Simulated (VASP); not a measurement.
Given:

```xyz
1
Lattice="0.0000 2.0540 2.0540 2.0540 0.0000 2.0540 2.0540 2.0540 0.0000" Properties=species:S:1:pos:R:3 pbc="T T T"
Pt     0.0000     0.0000     0.0000
```

These are vdW-DF2, VASP's PBE PAW potentials (set 64) (plane waves; VASP) values and carry that method's errors. Numerical set-up: 520 eV cut-off, Gaussian smearing of 0.050 eV, potentials Pt.

### Question
Give the energies of bands 1 to 7 at the high-symmetry points, in eV from the Fermi level.

### Answer

```tsv
band	Γ	X	U	L	W
1	-8.56	-5.58	-4.92	-5.88	-4.39
2	-2.98	-5.21	-4.25	-3.03	-3.53
3	-2.98	-0.02	-2.13	-3.03	-3.53
4	-2.98	0.39	-1.02	0.03	-1.54
5	-1.31	0.39	-0.12	0.03	0.40
6	-1.31	2.32	5.22	0.41	6.14
7	15.30	7.43	6.29	4.85	7.82
```

It has no gap at this level: it comes out as a metal or semimetal.

The compound is Pt in the fcc structure. It was relaxed first, which changed the volume by +15 %.
